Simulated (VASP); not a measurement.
Level of theory: PBE GGA, VASP's PBE PAW potentials (set 64) (plane waves; VASP).

VASP ran on this input.

INCAR:
```
LMAXMIX = 6   ! l cut-off of mixed one-centre charges
EDIFF = 1E-7   ! SCF stop (eV)
ISMEAR = 1   ! Methfessel-Paxton
LWAVE = .FALSE.
ALGO = Normal   ! blocked Davidson
SYSTEM = WC
ENCUT = 520   ! plane-wave cut-off (eV)
NELM = 100   ! most electronic steps
NSW = 30   ! most ionic steps
EDIFFG = -0.01   ! ionic stop
IBRION = 2
SIGMA = 0.1   ! width (eV)
LASPH = .TRUE.
LREAL = .FALSE.
GGA = PE   ! PBE
ISIF = 4   ! ions and shape, fixed volume
LCHARG = .FALSE.
PREC = Accurate
```

File POSCAR:
```
WC
1
    1.4624212747    -2.5329880261     0.0000000000
    1.4624212747     2.5329880261     0.0000000000
    0.0000000000     0.0000000000     2.8483751962
W C
1 1
Direct
  0.0000000000   0.0000000000   0.0000000000
  0.3333330000   0.6666670000   0.5000000000
```

KPOINTS:
```
kpoints
0
Gamma
14 14 13
```

POTCAR, in this order: W_sv C (PBE.64 set). Program: vasp_std.

The resulting files:

OSZICAR:
```
       N       E                     dE             d eps       ncg     rms          rms(c)
DAV:   1     0.111268017026E+03    0.11127E+03   -0.98785E+03  4368   0.154E+03
DAV:   2    -0.214968721631E+02   -0.13276E+03   -0.12906E+03  5003   0.383E+02
DAV:   3    -0.254920145395E+02   -0.39951E+01   -0.39622E+01  5272   0.612E+01
DAV:   4    -0.255325100809E+02   -0.40496E-01   -0.40464E-01  4891   0.647E+00
DAV:   5    -0.255328452305E+02   -0.33515E-03   -0.33514E-03  5118   0.610E-01    0.315E+01
DAV:   6    -0.225468449695E+02    0.29860E+01   -0.97198E+00  4938   0.318E+01    0.820E+00
DAV:   7    -0.224768238619E+02    0.70021E-01   -0.44019E-01  4543   0.588E+00    0.592E+00
DAV:   8    -0.224505778406E+02    0.26246E-01   -0.77127E-02  4848   0.263E+00    0.852E-01
DAV:   9    -0.224493278132E+02    0.12500E-02   -0.43446E-03  4718   0.512E-01    0.146E-01
DAV:  10    -0.224492726747E+02    0.55139E-04   -0.28978E-04  5088   0.228E-01    0.800E-02
DAV:  11    -0.224492703628E+02    0.23119E-05   -0.26987E-05  4748   0.469E-02    0.116E-02
DAV:  12    -0.224492689956E+02    0.13672E-05   -0.60161E-06  4813   0.239E-02    0.391E-03
DAV:  13    -0.224492690330E+02   -0.37454E-07   -0.12217E-07  3129   0.382E-03
   1 F= -.22449269E+02 E0= -.22449282E+02  d E =-.224493E+02
       N       E                     dE             d eps       ncg     rms          rms(c)
DAV:   1    -0.224500563656E+02   -0.78737E-03   -0.29544E-02  4383   0.206E+00    0.144E-01
DAV:   2    -0.224494573411E+02    0.59902E-03   -0.12528E-03  4658   0.353E-01    0.771E-02
DAV:   3    -0.224492365186E+02    0.22082E-03   -0.44555E-04  4708   0.194E-01    0.250E-02
DAV:   4    -0.224492345131E+02    0.20055E-05   -0.19878E-05  4838   0.437E-02    0.113E-02
DAV:   5    -0.224492343443E+02    0.16880E-06   -0.17787E-06  4673   0.130E-02    0.237E-03
DAV:   6    -0.224492343198E+02    0.24525E-07   -0.24171E-07  3727   0.493E-03
   2 F= -.22449234E+02 E0= -.22449251E+02  d E =0.347132E-04
       N       E                     dE             d eps       ncg     rms          rms(c)
DAV:   1    -0.224495806937E+02   -0.34635E-03   -0.92743E-03  4383   0.116E+00    0.807E-02
DAV:   2    -0.224493922326E+02    0.18846E-03   -0.39465E-04  4648   0.198E-01    0.432E-02
DAV:   3    -0.224493234243E+02    0.68808E-04   -0.13716E-04  4708   0.108E-01    0.144E-02
DAV:   4    -0.224493224347E+02    0.98965E-06   -0.65185E-06  4843   0.250E-02    0.642E-03
DAV:   5    -0.224493222030E+02    0.23172E-06   -0.57968E-07  4613   0.745E-03    0.136E-03
DAV:   6    -0.224493221636E+02    0.39324E-07   -0.71562E-08  2288   0.279E-03
   3 F= -.22449322E+02 E0= -.22449338E+02  d E =-.531306E-04
```

File OUTCAR:
```
------------------------ aborting loop because EDIFF is reached ----------------------------------------
  FORCE on cell =-STRESS in cart. coord.  units (eV):
  Direction    XX          YY          ZZ          XY          YZ          ZX
  --------------------------------------------------------------------------------------
  Total        0.0150340      0.0150340      0.0153951      0.0000000      0.0000000      0.0000000
  in kB        1.1414342      1.1414343      1.1688555      0.0000000      0.0000000      0.0000000
  external PRESSURE =       1.1505746 kB  Pullay stress =       0.0000000 kB
  volume of cell :       21.10
      direct lattice vectors                 reciprocal lattice vectors
     1.461787109 -2.531889618 -0.000000000     0.342047072 -0.197480963  0.000000000
     1.461787109  2.531889618 -0.000000000     0.342047072  0.197480963  0.000000000
    -0.000000000  0.000000000  2.850847149     0.000000000  0.000000000  0.350772927
 POSITION                                       TOTAL-FORCE (eV/Angst)
 -----------------------------------------------------------------------------------
      0.00000     -0.00000      0.00000        -0.000000      0.000000      0.000000
      1.46179      0.84396      1.42542         0.000000      0.000000      0.000000
 -----------------------------------------------------------------------------------
    total drift:                                0.000000     -0.000388      0.000000
  FREE ENERGIE OF THE ION-ELECTRON SYSTEM (eV)
  ---------------------------------------------------
  free  energy   TOTEN  =       -22.4493221636 eV

  energy  without entropy=      -22.4493692581  energy(sigma->0) =      -22.44933786

 reached required accuracy - stopping structural energy minimisation
```
(Selected blocks of OUTCAR.)

File CONTCAR:
```
WC
   1.00000000000000
     1.4617871086875320   -2.5318896182820469   -0.0000000000000000
     1.4617871086875320    2.5318896182820469   -0.0000000000000000
    -0.0000000000000000    0.0000000000000000    2.8508471493004337
  W               C
     1     1
Direct
     0.0000000000000000    0.0000000000000000    0.0000000000000000
     0.3333330000000032    0.6666669999999968    0.5000000000000000
```

The compound is WC in the wc structure. This run relaxes it. Symmetry was kept, so distortions that lower it aren't found.
